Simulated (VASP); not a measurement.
# GW on LiF (Griceite): a test of the settings, part 2 of 2

How far does the GW correction to the gap of LiF (Griceite) depend on the settings? The starting structure is a measured crystal structure from the Crystallography Open Database. Cell and atoms stay as given.

VASP 6.6.1.

Results so far: G0W0 (response cutoff 100 eV, 5×5×5 mesh) 13.28 eV; G0W0 (response cutoff 160 eV, 5×5×5 mesh) 13.37 eV.

**4. G0W0 (response cutoff 240 eV, 5×5×5 mesh)**

Level of this step: G0W0 on LDA; plane waves and PAW (F_GW, Li_GW) (VASP).

It reads the orbitals and their derivatives (WAVECAR and WAVEDER) of a run with the empty bands, which follows a ground-state run; neither is shown.

INCAR

```
SYSTEM = LiF
PREC = Accurate
ENCUT = 520
ISMEAR = 0
SIGMA = 0.01
LREAL = .FALSE.
GGA = CA
NBANDS = 140
ALGO = EVGW0
NELMGW = 1
ENCUTGW = 240
NOMEGA = 40
PRECFOCK = Fast
NBANDSGW = 12
LWAVE = .FALSE.
LCHARG = .FALSE.
```

POSCAR

```
LiF
1.0
    0.0000000000      2.0140000000      2.0140000000
    2.0140000000      0.0000000000      2.0140000000
    2.0140000000      2.0140000000      0.0000000000
F Li
1 1
Direct
    0.5000000000      0.5000000000      0.5000000000
    0.0000000000      0.0000000000      0.0000000000
```

KPOINTS

```
Automatic mesh
0
Gamma
5 5 5
0 0 0
```

PAW data sets: F_GW and Li_GW (LDA family, release 64).

Launch:

```console
$ mpirun -np 4 vasp_std
```

What it wrote:

```text
[banner, memory and clock lines left out]
running    4 mpi-ranks, on    1 nodes
[...]
|                                                                             |
|           W    W    AA    RRRRR   N    N  II  N    N   GGGG   !!!           |
|           W    W   A  A   R    R  NN   N  II  NN   N  G    G  !!!           |
|           W    W  A    A  R    R  N N  N  II  N N  N  G       !!!           |
|           W WW W  AAAAAA  RRRRR   N  N N  II  N  N N  G  GGG   !            |
|           WW  WW  A    A  R   R   N   NN  II  N   NN  G    G                |
|           W    W  A    A  R    R  N    N  II  N    N   GGGG   !!!           |
|                                                                             |
|     The default for ENCUTGWSOFT is different in this version of VASP.       |
|     please manually set ENCUTGWSOFT =240 in the INCAR file.                 |
|                                                                             |

 LDA part: xc-table for (Slater(with rela. corr.)+CA(PZ))
[...]
total number of BLAS operations        274.83 Gflops
NQ=   6   -0.4000    0.2000    0.0000,
|.........|.........|.........|.........|.........|.........|.........|.........
 performed       2253000 updates of chi_q(r,r)
 total number of BLAS operations        350.02 Gflops
NQ=   7   -0.2000    0.2000    0.0000,
|.........|.........|.........|.........|.........|.........|.........|.........
 performed       2674000 updates of chi_q(r,r)
 total number of BLAS operations        415.19 Gflops
NQ=   8    0.4000    0.4000    0.0000,
|.........|.........|.........|.........|.........|.........|.........|.........
 performed       2994000 updates of chi_q(r,r)
 total number of BLAS operations        457.89 Gflops
NQ=   9   -0.4000    0.4000    0.0000,
|.........|.........|.........|.........|.........|.........|.........|.........
 performed       3415000 updates of chi_q(r,r)
 total number of BLAS operations        518.45 Gflops
NQ=  10   -0.4000    0.4000    0.2000,
|.........|.........|.........|.........|.........|.........|.........|.........
 performed       3937000 updates of chi_q(r,r)
 total number of BLAS operations        598.04 Gflops
 resolving degeneracies of screened two electron integrals

 calculate QP shifts <psi_nk| G(iteration)W_0 |psi_nk>: iteration 1
 entering main loop
[key lines of the parts left out:]
E-fermi :   2.7106
```

Run time: 30 s. Hardware: 4 MPI ranks of AMD EPYC 9R45, shared host; peak memory 0.65 GiB.

OUTCAR, selected parts (step 4):

```text
 QP shifts <psi_nk| G(iteration)W_0 |psi_nk>: iteration 1
 for sc-GW calculations column KS-energies equals QP-energies in previous step
 and V_xc(KS)=  KS-energies - (<T + V_ion + V_H > + <T+V_H+V_ion>^1  + <V_x>^1)
 k-point   1 :       0.0000    0.0000    0.0000
  band No.  KS-energies  QP-energies   sigma(KS)   V_xc(KS)     V^pw_x(r,r')   Z            occupation Imag(sigma)
      1     -21.3159     -25.9009     -27.6697     -21.7849     -36.1935       0.7791       2.0000       1.1095
      2      -1.7000      -4.3151     -26.1343     -22.8843     -30.5527       0.8046       2.0000       0.0817
      3      -1.7000      -4.3151     -26.1343     -22.8843     -30.5527       0.8046       2.0000       0.0817
      4      -1.7000      -4.3151     -26.1343     -22.8843     -30.5527       0.8046       2.0000       0.0817
      5       7.1212       9.1954      -8.6304     -11.0047      -5.5406       0.8736       0.0000      -0.0943
      6      21.8151      24.7336      -5.6173      -9.0320      -1.6036       0.8547       0.0000      -0.1684
      7      21.8151      24.7336      -5.6173      -9.0320      -1.6036       0.8547       0.0000      -0.1684
      8      21.8151      24.7336      -5.6173      -9.0320      -1.6036       0.8547       0.0000      -0.1684
    ...

[... 1 part as in an earlier step ...]

[... 2 further parts left out ...]
[key lines of the parts left out:]
E-fermi :   2.7106
```

G0W0 (response cutoff 240 eV, 5×5×5 mesh): the quasiparticle gap on this mesh is 13.511 eV, +4.689 eV from the LDA gap on the same points, with 140 bands.

**5. GW0 with iterated eigenvalues (response cutoff 160 eV, 5×5×5 mesh)**

It reads the orbitals and their derivatives (WAVECAR and WAVEDER) of a run with the empty bands, which follows a ground-state run; neither is shown.

INCAR, as its differences from that of step 4:

```diff
@@ -7,6 +7,6 @@
 GGA = CA
-NBANDS = 140
+NBANDS = 76
 ALGO = EVGW0
-NELMGW = 1
-ENCUTGW = 240
+NELMGW = 4
+ENCUTGW = 160
 NOMEGA = 40
```

POSCAR is that of step 4.

KPOINTS is that of step 4.

Launch:

```console
$ mpirun -np 4 vasp_std
```

What it wrote:

```text
[banner, memory and clock lines left out]
running    4 mpi-ranks, on    1 nodes
[...]
[... a notice as in an earlier step ...]

 LDA part: xc-table for (Slater(with rela. corr.)+CA(PZ))
 , standard interpolation
 found WAVECAR, reading the header
 POSCAR, INCAR and KPOINTS ok, starting setup
[...]
reading WAVECAR
 the WAVECAR file was read successfully
 initial charge from wavefunction
 available memory per node:     61.60 GB, setting MAXMEM to     63082

 The Fermi energy was updated, please check that it is located mid-gap
 values below the HOMO (VB) or above the LUMO (CB) will cause erroneous energies
 E-fermi :   2.7106

 calculate exact exchange contribution
 the WAVEDER file was read successfully
energies w=
    0.000    0.000    1.029    0.000    2.052    0.000    3.064    0.000
    4.060    0.000    5.036    0.000    5.991    0.000    6.925    0.000
    7.839    0.000    8.734    0.000    9.613    0.000   10.479    0.000
[...]
total number of BLAS operations         39.28 Gflops
NQ=   6   -0.4000    0.2000    0.0000,
|.........|.........|.........|.........|.........|.........|.........|.........
 performed       1212000 updates of chi_q(r,r)
 total number of BLAS operations         53.17 Gflops
NQ=   7   -0.2000    0.2000    0.0000,
|.........|.........|.........|.........|.........|.........|.........|.........
 performed       1439000 updates of chi_q(r,r)
 total number of BLAS operations         63.38 Gflops
NQ=   8    0.4000    0.4000    0.0000,
|.........|.........|.........|.........|.........|.........|.........|.........
 performed       1611000 updates of chi_q(r,r)
 total number of BLAS operations         71.35 Gflops
NQ=   9   -0.4000    0.4000    0.0000,
|.........|.........|.........|.........|.........|.........|.........|.........
 performed       1838000 updates of chi_q(r,r)
 total number of BLAS operations         81.56 Gflops
NQ=  10   -0.4000    0.4000    0.2000,
|.........|.........|.........|.........|.........|.........|.........|.........
 performed       2119000 updates of chi_q(r,r)
 total number of BLAS operations         93.91 Gflops
 resolving degeneracies of screened two electron integrals

 calculate QP shifts <psi_nk| G(iteration)W_0 |psi_nk>: iteration 4
 entering main loop
```

The job ended after 56 s (4 MPI ranks; peak memory 0.5 GiB; 3.7 min of CPU time).

From OUTCAR (step 5):

```text
 QP shifts <psi_nk| G(iteration)W_0 |psi_nk>: iteration 2
 k-point   1 :       0.0000    0.0000    0.0000
  band No. old QP-enery  QP-energies   sigma(KS)   T+V_ion+V_H  V^pw_x(r,r')   Z            occupation Imag(sigma)
      1     -25.7758     -26.8525     -27.5133       0.4690     -36.1935       0.8488       2.0000       1.4871
      2      -4.1717      -4.5888     -25.8742      21.1843     -30.5527       0.8048       2.0000       0.1400
      3      -4.1717      -4.5888     -25.8742      21.1843     -30.5527       0.8048       2.0000       0.1400
      4      -4.1717      -4.5888     -25.8742      21.1843     -30.5527       0.8048       2.0000       0.1400
      5       9.1950       9.4130      -8.6837      18.1259      -5.5406       0.8819       0.0000      -0.0717
      6      24.7324      25.1098      -5.6707      30.8470      -1.6036       0.8502       0.0000      -0.1891
      7      24.7324      25.1098      -5.6707      30.8470      -1.6036       0.8502       0.0000      -0.1891
      8      24.7324      25.1098      -5.6707      30.8470      -1.6036       0.8502       0.0000      -0.1891
    ...

 QP shifts <psi_nk| G(iteration)W_0 |psi_nk>: iteration 3
 k-point   1 :       0.0000    0.0000    0.0000
  band No. old QP-enery  QP-energies   sigma(KS)   T+V_ion+V_H  V^pw_x(r,r')   Z            occupation Imag(sigma)
      1     -26.8525     -27.0517     -27.5551       0.4690     -36.1935       0.8529       2.0000       1.5617
      2      -4.5888      -4.6662     -25.8684      21.1843     -30.5527       0.8115       2.0000       0.1423
      3      -4.5888      -4.6662     -25.8684      21.1843     -30.5527       0.8115       2.0000       0.1423
      4      -4.5888      -4.6662     -25.8684      21.1843     -30.5527       0.8115       2.0000       0.1423
      5       9.4130       9.4348      -8.6882      18.1259      -5.5406       0.8842       0.0000      -0.0793
      6      25.1098      25.1539      -5.6852      30.8470      -1.6036       0.8485       0.0000      -0.1896
      7      25.1098      25.1539      -5.6852      30.8470      -1.6036       0.8485       0.0000      -0.1896
      8      25.1098      25.1539      -5.6852      30.8470      -1.6036       0.8485       0.0000      -0.1896
    ...

 QP shifts <psi_nk| G(iteration)W_0 |psi_nk>: iteration 4
 k-point   1 :       0.0000    0.0000    0.0000
  band No. old QP-enery  QP-energies   sigma(KS)   T+V_ion+V_H  V^pw_x(r,r')   Z            occupation Imag(sigma)
      1     -27.0517     -27.0901     -27.5660       0.4690     -36.1935       0.8486       2.0000       1.5741
      2      -4.6662      -4.6808     -25.8685      21.1843     -30.5527       0.8135       2.0000       0.1421
      3      -4.6662      -4.6808     -25.8685      21.1843     -30.5527       0.8135       2.0000       0.1421
      4      -4.6662      -4.6808     -25.8685      21.1843     -30.5527       0.8135       2.0000       0.1421
      5       9.4348       9.4370      -8.6886      18.1259      -5.5406       0.8848       0.0000      -0.0825
      6      25.1539      25.1589      -5.6872      30.8470      -1.6036       0.8486       0.0000      -0.1898
      7      25.1539      25.1589      -5.6872      30.8470      -1.6036       0.8486       0.0000      -0.1898
      8      25.1539      25.1589      -5.6872      30.8470      -1.6036       0.8486       0.0000      -0.1898
    ...

[... 3 parts as in an earlier step ...]

[... 1 further part left out ...]
[key lines of the parts left out:]
E-fermi :   2.7106
```

GW0 with iterated eigenvalues (response cutoff 160 eV, 5×5×5 mesh): the quasiparticle gap on this mesh is 14.118 eV, +5.297 eV from the LDA gap on the same points, with 76 bands.

**6. G0W0 (response cutoff 100 eV, 6×6×6 mesh)**

It reads the orbitals and their derivatives (WAVECAR and WAVEDER) of a run with the empty bands, which follows a ground-state run; neither is shown.

INCAR, as its differences from that of step 5:

```diff
@@ -7,6 +7,6 @@
 GGA = CA
-NBANDS = 76
+NBANDS = 40
 ALGO = EVGW0
-NELMGW = 4
-ENCUTGW = 160
+NELMGW = 1
+ENCUTGW = 100
 NOMEGA = 40
```

POSCAR is that of step 5.

KPOINTS

```
Automatic mesh
0
Gamma
6 6 6
0 0 0
```

Launch:

```console
$ mpirun -np 4 vasp_std
```

What it wrote:

```text
[banner, memory and clock lines left out]
running    4 mpi-ranks, on    1 nodes
[...]
[... a notice as in an earlier step ...]

 LDA part: xc-table for (Slater(with rela. corr.)+CA(PZ))
 , standard interpolation
 found WAVECAR, reading the header
 POSCAR, INCAR and KPOINTS ok, starting setup
[...]
reading WAVECAR
 the WAVECAR file was read successfully
 initial charge from wavefunction
 available memory per node:     61.18 GB, setting MAXMEM to     62652

 The Fermi energy was updated, please check that it is located mid-gap
 values below the HOMO (VB) or above the LUMO (CB) will cause erroneous energies
 E-fermi :   2.7103

 calculate exact exchange contribution
 the WAVEDER file was read successfully
energies w=
    0.000    0.000    1.002    0.000    1.999    0.000    2.984    0.000
    3.953    0.000    4.904    0.000    5.834    0.000    6.744    0.000
    7.633    0.000    8.505    0.000    9.361    0.000   10.205    0.000
[...]
total number of BLAS operations         23.00 Gflops
NQ=  12   -0.3333    0.3333    0.0000,
|.........|.........|.........|.........|.........|.........|.........|.........
 performed       2186000 updates of chi_q(r,r)
 total number of BLAS operations         24.82 Gflops
NQ=  13    0.5000    0.5000    0.0000,
|.........|.........|.........|.........|.........|.........|.........|.........
 performed       2292000 updates of chi_q(r,r)
 total number of BLAS operations         26.18 Gflops
NQ=  14    0.5000    0.3333    0.1667,
|.........|.........|.........|.........|.........|.........|.........|.........
 performed       2540000 updates of chi_q(r,r)
 total number of BLAS operations         28.48 Gflops
NQ=  15   -0.3333    0.3333    0.1667,
|.........|.........|.........|.........|.........|.........|.........|.........
 performed       2763000 updates of chi_q(r,r)
 total number of BLAS operations         30.80 Gflops
NQ=  16   -0.3333    0.5000    0.1667,
|.........|.........|.........|.........|.........|.........|.........|.........
 performed       2959000 updates of chi_q(r,r)
 total number of BLAS operations         33.07 Gflops
 resolving degeneracies of screened two electron integrals

 calculate QP shifts <psi_nk| G(iteration)W_0 |psi_nk>: iteration 1
 entering main loop
```

Elapsed: 23 s, on 4 MPI ranks; peak memory 0.51 GiB.

OUTCAR, selected parts (step 6):

```text
 QP shifts <psi_nk| G(iteration)W_0 |psi_nk>: iteration 1
 for sc-GW calculations column KS-energies equals QP-energies in previous step
 and V_xc(KS)=  KS-energies - (<T + V_ion + V_H > + <T+V_H+V_ion>^1  + <V_x>^1)
 k-point   1 :       0.0000    0.0000    0.0000
  band No.  KS-energies  QP-energies   sigma(KS)   V_xc(KS)     V^pw_x(r,r')   Z            occupation Imag(sigma)
      1     -21.3163     -25.9921     -27.7188     -21.7849     -36.1929       0.7880       2.0000       1.1078
      2      -1.7004      -4.0941     -25.8263     -22.8842     -30.5420       0.8136       2.0000       0.1179
      3      -1.7004      -4.0941     -25.8263     -22.8842     -30.5420       0.8136       2.0000       0.1179
      4      -1.7004      -4.0941     -25.8263     -22.8842     -30.5420       0.8136       2.0000       0.1179
      5       7.1211       9.1817      -8.6644     -11.0047      -5.5562       0.8804       0.0000      -0.0824
      6      21.8151      24.8077      -5.5304      -9.0320      -1.6038       0.8547       0.0000      -0.1768
      7      21.8151      24.8077      -5.5304      -9.0320      -1.6038       0.8547       0.0000      -0.1768
      8      21.8151      24.8077      -5.5304      -9.0320      -1.6038       0.8547       0.0000      -0.1768
    ...

[... 1 part as in an earlier step ...]

[... 2 further parts left out ...]
[key lines of the parts left out:]
E-fermi :   2.7103
```

G0W0 (response cutoff 100 eV, 6×6×6 mesh): the quasiparticle gap on this mesh is 13.276 eV, +4.454 eV from the LDA gap on the same points, with 40 bands.

**7. The runs compared**

```tsv
run	LDA gap on the mesh (eV)	GW gap (eV)	correction (eV)	bands
G0W0 (response cutoff 100 eV, 5×5×5 mesh)	8.821	13.276	4.455	40
G0W0 (response cutoff 160 eV, 5×5×5 mesh)	8.821	13.367	4.546	76
G0W0 (response cutoff 240 eV, 5×5×5 mesh)	8.821	13.511	4.689	140
GW0 with iterated eigenvalues (response cutoff 160 eV, 5×5×5 mesh)	8.821	14.118	5.297	76
G0W0 (response cutoff 100 eV, 6×6×6 mesh)	8.822	13.276	4.454	40
```

**8. Results**

```
gap, G0W0 (response cutoff 100 eV, 5×5×5 mesh)                          : 13.276 eV
gap, G0W0 (response cutoff 160 eV, 5×5×5 mesh)                          : 13.367 eV
gap, G0W0 (response cutoff 240 eV, 5×5×5 mesh)                          : 13.511 eV
gap, GW0 with iterated eigenvalues (response cutoff 160 eV, 5×5×5 mesh) : 14.118 eV
gap, G0W0 (response cutoff 100 eV, 6×6×6 mesh)                          : 13.276 eV
```

In words: The correction to the LDA gap of LiF (Griceite) is +4.455 eV at a response cutoff of 100 eV, +4.546 eV at a response cutoff of 160 eV, +4.689 eV at a response cutoff of 240 eV. The number of bands rises with the cutoff. On a 6×6×6 mesh in place of 5×5×5 the correction is +4.454 eV against +4.455 eV. Iterating the eigenvalues in G raises the gap by +0.751 eV. From a response cutoff of 160 to 240 eV the correction still moves by +0.144 eV, so cutoff and bands aren't shown to be converged. The LDA gap along the bands, from another run on this structure, is 8.832 eV. On the 5×5×5 mesh it is 8.821 eV, so this mesh comes close to the edges. On the 6×6×6 mesh it is 8.822 eV, so this mesh comes close to the edges. Further runs on this material are not shown.

[Lines on the potential files, build, host, timing and source positions are cut from VASP's logs without a mark.]

[Logs are printed without paths, hosts, clocks, repeated set-up lines and the standing remarks that a program may print on its own settings, such as how far it seeks lower states.]

[Hosts, paths, dates, database ids (printed as entryN), source tags and the programs' standing remarks are cut or masked in the printed files.]
